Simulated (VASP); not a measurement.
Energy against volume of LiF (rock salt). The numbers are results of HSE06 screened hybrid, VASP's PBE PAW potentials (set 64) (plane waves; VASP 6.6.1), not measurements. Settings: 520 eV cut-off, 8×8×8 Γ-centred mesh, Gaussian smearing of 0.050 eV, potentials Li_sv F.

```csv
V (Å³/atom),E (eV/atom)
7.587,-5.69413
7.837,-5.70041
8.087,-5.70246
8.338,-5.70090
```

### Question
Fit these four points and predict the energy of the run at 8.588 Å³/atom.

### Answer
A cubic in V^(−2/3), the third-order Birch-Murnaghan form, passes through the four points with V0 = 8.10 Å³/atom and B0 = 74 GPa, and gives -5.6963 eV/atom there. The run gave -5.6963 eV/atom, +0.0 meV/atom from the fit; all five points give B0 = 74 GPa.

The compound is LiF in the rock salt structure. It was relaxed first. The cell's shape comes from a PBE relaxation.
